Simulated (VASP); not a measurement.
Here is the system:

```xyz
2
Lattice="3.8610 0.0000 0.0000 0.0000 3.8610 0.0000 0.0000 0.0000 3.8610" Properties=species:S:1:pos:R:3 pbc="T T T"
Y      0.0000     0.0000     0.0000
P      1.9305     1.9305     1.9305
```

Method: PBEsol GGA, VASP's PBE PAW potentials (set 64) (plane waves; VASP 6.6.1). Settings: 400 eV cut-off, 9×9×9 Γ-centred mesh, first-order Methfessel-Paxton smearing of 0.10 eV, potentials Y_sv P.

Energy and stress use the plane-wave basis of the starting cell.

The ions, cell shape and volume are relaxed. Give the cell that the relaxation ends in.

```xyz
2
Lattice="3.4296 0.0000 0.0000 0.0000 3.4296 0.0000 0.0000 0.0000 3.4296" Properties=species:S:1:pos:R:3 pbc="T T T"
Y      0.0000     0.0000     0.0000
P      1.7148     1.7148     1.7148
```
Space group Pm-3m (221), at a tolerance of 0.03 Å.

How do energy and volume change from the first to the last step?

The energy (σ→0) changes by -587.0 meV/atom and the volume by -29.9 %, in 3 ionic steps.

The structure was generated: YP was put into the CsCl type type (Pm-3m), which need not be its known phase. This run relaxes it. Symmetry was kept, so distortions that lower it aren't found.
